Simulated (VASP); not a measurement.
OSZICAR of a VASP run on CuI (zinc blende):

OSZICAR:
```
       N       E                     dE             d eps       ncg     rms          rms(c)
DAV:   1     0.107348073967E+03    0.10735E+03   -0.79414E+03   520   0.142E+03
DAV:   2     0.254101907668E+01   -0.10481E+03   -0.97953E+02   520   0.264E+02
DAV:   3    -0.546596343619E+01   -0.80070E+01   -0.78718E+01   726   0.856E+01
DAV:   4    -0.573087529314E+01   -0.26491E+00   -0.26476E+00   664   0.137E+01
DAV:   5    -0.573786317674E+01   -0.69879E-02   -0.69877E-02   720   0.219E+00    0.481E+00
DAV:   6    -0.566796176232E+01    0.69901E-01   -0.30530E+00   549   0.488E+01    0.313E+00
DAV:   7    -0.554940980459E+01    0.11855E+00   -0.67939E-01   560   0.288E+01    0.157E+00
DAV:   8    -0.555211907888E+01   -0.27093E-02   -0.42873E-02   749   0.340E+00    0.442E-01
DAV:   9    -0.554962727978E+01    0.24918E-02   -0.12524E-02   670   0.345E+00    0.141E-01
DAV:  10    -0.554980619357E+01   -0.17891E-03   -0.66678E-04   615   0.211E-01    0.435E-02
DAV:  11    -0.554981814363E+01   -0.11950E-04   -0.28700E-04   645   0.504E-01    0.338E-02
DAV:  12    -0.554981611731E+01    0.20263E-05   -0.19751E-05   802   0.819E-02    0.265E-02
DAV:  13    -0.554981382153E+01    0.22958E-05   -0.74027E-06   719   0.821E-02    0.939E-03
DAV:  14    -0.554981458341E+01   -0.76187E-06   -0.55977E-06   747   0.551E-02
   1 F= -.55498146E+01 E0= -.55498146E+01  d E =-.184778E-10
```

Question: Which electronic solver shows in the log?

Answer: It is blocked Davidson (ALGO = Normal, or the opening steps of other solvers). The INCAR had ALGO = Normal.

Question: Can the final energy be trusted as converged?

Answer: Self-consistency was reached. It stopped with EDIFF = 1E-6, NELM = 100 (PBE GGA, plane waves, VASP's PBE PAW potentials (set 64)).

The compound is CuI in the zinc blende structure. The cell was not relaxed at this level. The run is one of a series of settings (ENCUT = 520 against the base run), some of them coarse on purpose.
